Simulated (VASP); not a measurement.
Here is the system:

```
CELL_PARAMETERS angstrom
      3.31327     0.00000     0.00000
     -1.65664     2.86938     0.00000
      0.00000     0.00000     3.23359
ATOMIC_POSITIONS crystal
  Nb 0.00000 0.00000 0.00000
  P  0.66667 0.33333 0.50000
```

These are PBE GGA with D3 dispersion (Becke-Johnson damping), VASP's PBE PAW potentials (set 64) (plane waves; VASP) values and carry that method's errors. Settings: 400 eV cut-off, 8×8×7 Γ-centred mesh, Gaussian smearing of 0.050 eV, potentials Nb_sv P.

Give the stress tensor in GPa (positive for a compressed cell).

```
0.25  0.00  0.00
0.00  0.25  0.00
0.00  0.00  6.50
```
The pressure is its mean diagonal, 2.33 GPa.

The structure was generated: NbP was put into the WC type (P-6m2), which need not be its known phase. The cell was not relaxed at this level. The run is one of a series of settings (IVDW = 12 against the base run), some of them coarse on purpose.
